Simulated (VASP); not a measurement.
Here is a VASP 6.6.1 calculation.

File INCAR:

```
SYSTEM = H18SO8
PREC = Accurate
ENCUT = 520
EDIFF = 1E-7
ISMEAR = -1
SIGMA = 0.05
LREAL = Auto
LASPH = .True.
NELM = 80
ALGO = Normal
ISIF = 2
LWAVE = .False.
LCHARG = .False.
GGA = PE
NBANDS = 55
```

KPOINTS

```
Automatic mesh
0
Gamma
  1 1 1
  0 0 0
```

The input POSCAR:

```
H18SO8
1.0
    6.6943300000      0.0000000000      0.0000000000
    0.0000000000      6.6943300000      0.0000000000
    0.0000000000      0.0000000000      6.6943300000
O H S
8 18 1
Direct
   -0.1255091996      0.2123289411      0.1834537586
    0.8174081648      0.3896879897      0.7058958850
    0.3680428064      0.4820945487      0.1922074352
    0.5393668971      1.1880053717      0.3975304474
    0.9909878957      0.5890208579      0.3804114826
    0.2328687113      0.3504159490      0.8289851262
    0.9415131910      0.0250062366      0.8101034756
    0.2396505700      0.9462784177      0.1355923595
   -0.0820246388      0.0757954866      0.1476622754
   -0.1452423170      0.2690187069      0.0464572257
    0.9015540017      0.4457503589      0.8157948592
    0.8822690247      0.4645871954      0.5928300517
    0.4385352978      0.3804264206      0.2657472817
    0.3442017349      0.4111837929      0.0645471616
    0.6754820871      1.1609376891      0.3430963218
    0.4500076931      1.1000204651      0.3174477506
    1.0877862310      0.6998161130      0.4159340815
    1.0738341253      0.4873228538      0.3209880600
    0.2934423609      0.4636909146      0.7739534800
    0.2145995193      0.2654783974      0.7112436943
    0.8818656983      0.1299607280      0.7290348698
    0.8642537789     -0.0958871164      0.7926558744
    0.2131057178      0.9946028953     -0.0004182644
    0.2875866592      0.8045465342      0.1253747574
    0.5361402859      0.6486384746      0.4859186804
    0.4533239323      0.8779370004      0.6064236451
    0.5259226838      0.7071656163      0.6735700212
```

Potentials or basis: VASP PAW PBE potentials, release 64 (O, H, S).

Command:

```sh
$ cat potpaw_PBE.64/O/POTCAR potpaw_PBE.64/H/POTCAR potpaw_PBE.64/S/POTCAR > POTCAR
$ mpirun -np 1 vasp_gam > vasp.out
```

(1) Estimate the largest force.

(2) What does it give for the band gap on the k mesh?

(3) Predict the pressure.

Answers

(1) 2.702 eV/Å.

(2) 4.13 eV, direct.

(3) 0.9 GPa.
